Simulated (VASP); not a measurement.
Input for VASP

File POSCAR:
```
BiSb
1
    4.2431760000     0.0000000000     0.0000000000
   -2.1215880000     3.6746980000     0.0000000000
    0.0000000000     0.0000000000     4.1411290000
Bi Sb
1 1
Direct
  0.0000000000   0.0000000000   0.0000000000
  0.6666670000   0.3333330000   0.5000000000
```

**KPOINTS**
```
Automatic mesh
0
Gamma
8 8 7
0 0 0
```

**INCAR**
```
SYSTEM = BiSb
PREC = Accurate
ENCUT = 400
EDIFF = 1E-6
NELM = 100
ALGO = Normal
LREAL = .FALSE.
LASPH = .TRUE.
ISMEAR = 1
SIGMA = 0.1
GGA = PE
LMAXMIX = 4
LWAVE = .FALSE.
LCHARG = .FALSE.
ISIF = 2
ISPIN = 2
MAGMOM = 1.0 1.0 1.0
```

POTCAR, in this order: Bi_d Sb (PBE.64 set). Program: vasp_std.

Task: One choice in this input is risky. Which, and does it do harm here?

Result: The risk: MAGMOM holds more values than there are atoms. Here it does no harm: the run (PBE GGA, plane waves, VASP's PBE PAW potentials (set 64)) converges to the same energy and pressure as with the safe setting.
**OSZICAR**
```
       N       E                     dE             d eps       ncg     rms          rms(c)
DAV:   1     0.134275684262E+03    0.13428E+03   -0.85415E+03  2407   0.108E+03
DAV:   2     0.689940982331E+00   -0.13359E+03   -0.13176E+03  2694   0.308E+02
DAV:   3    -0.738266097567E+01   -0.80726E+01   -0.80024E+01  3009   0.851E+01
DAV:   4    -0.756211224852E+01   -0.17945E+00   -0.17936E+00  2927   0.148E+01
DAV:   5    -0.756937425136E+01   -0.72620E-02   -0.72619E-02  3465   0.250E+00    0.498E+00
DAV:   6    -0.775717581119E+01   -0.18780E+00   -0.18701E-01  2953   0.262E+00    0.189E+00
DAV:   7    -0.776984960037E+01   -0.12674E-01   -0.24268E-02  2855   0.137E+00    0.818E-01
DAV:   8    -0.776985385488E+01   -0.42545E-05   -0.44895E-03  2932   0.404E-01    0.368E-01
DAV:   9    -0.776980572767E+01    0.48127E-04   -0.17750E-03  2862   0.306E-01    0.142E-01
DAV:  10    -0.776965102394E+01    0.15470E-03   -0.15571E-04  2974   0.123E-01    0.319E-02
DAV:  11    -0.776967217713E+01   -0.21153E-04   -0.58123E-05  2666   0.483E-02    0.161E-02
DAV:  12    -0.776967834392E+01   -0.61668E-05   -0.11094E-05  2939   0.273E-02    0.695E-03
DAV:  13    -0.776967867558E+01   -0.33167E-06   -0.13027E-06  2251   0.755E-03
   1 F= -.77696787E+01 E0= -.77694870E+01  d E =-.575122E-03  mag=     0.0000
```

The structure was generated: BiSb was put into the WC type (P-6m2), which need not be its known phase. The cell was not relaxed at this level.
